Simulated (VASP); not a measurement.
Consider the following.

```xyz
3
Lattice="0.0000 2.6506 2.6506 2.6506 0.0000 2.6506 2.6506 2.6506 0.0000" Properties=species:S:1:pos:R:3 pbc="T T T"
Co     0.0000     0.0000     0.0000
Si     1.3253     1.3253     1.3253
Si     3.9758     3.9758     3.9758
```

Calculation: SCAN meta-GGA, VASP's PBE PAW potentials (set 64) (plane waves; VASP). Numerical set-up: 520 eV cut-off, 11×11×11 Γ-centred mesh, tetrahedra with Blöchl corrections, potentials Co Si.

Q: Predict the energy per atom (σ→0), band gap (over mesh and band path) with the smallest direct gap where there is one.

A: 
The band gap (over mesh and band path) is none (metal, semimetal or under 0.01 eV). The energy per atom (σ→0) is -12.831 eV/atom.

Total energies compare only between runs with the same potentials, cut-off and functional.

The compound is CoSi2 in the fluorite structure. It was relaxed first. The run is not spin-polarised, so no magnetic state was tried. The electron count is odd and the run is not spin-polarised, which forces a metal.
